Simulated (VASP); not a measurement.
Computed with PBEsol GGA, VASP's PBE PAW potentials (set 64) (plane waves; VASP).

VASP ran on this input.

### POSCAR
```
KBr
1.0
  0.0000000000   3.2781482420   3.2781482420
  3.2781482420   0.0000000000   3.2781482420
  3.2781482420   3.2781482420   0.0000000000
K Br
1 1
Cartesian
  0.0000000000   0.0000000000   0.0000000000
  3.2781482420   3.2781482420   3.2781482420
```

**INCAR**
```
SYSTEM = KBr
PREC = Accurate
ENCUT = 500
EDIFF = 1E-6
NELM = 100
ALGO = Normal
LREAL = .FALSE.
LASPH = .TRUE.
ISMEAR = 0
SIGMA = 0.05
GGA = PS
LMAXMIX = 4
LWAVE = .FALSE.
LCHARG = .FALSE.
IBRION = 2
ISIF = 3
NSW = 40
EDIFFG = -0.02
```

KPOINTS:
```
Automatic mesh
0
Gamma
  7 7 7
```

POTCAR, in this order: K_sv Br (PBE.64 set). Program: vasp_std.

Problem. What will the output report for the number of irreducible k-points (NKPTS), largest plane-wave count, number of space-group operations, FFT grid (NGX, NGY, NGZ)?

Solution. 
```json
{
  "number of irreducible k-points (NKPTS)": "20",
  "largest_plane_wave_count": "1808",
  "number_of_space_group_operations": "48",
  "FFT grid (NGX, NGY, NGZ)": "36 × 36 × 36"
}
```

The compound is KBr in the rock salt structure. It was relaxed first.
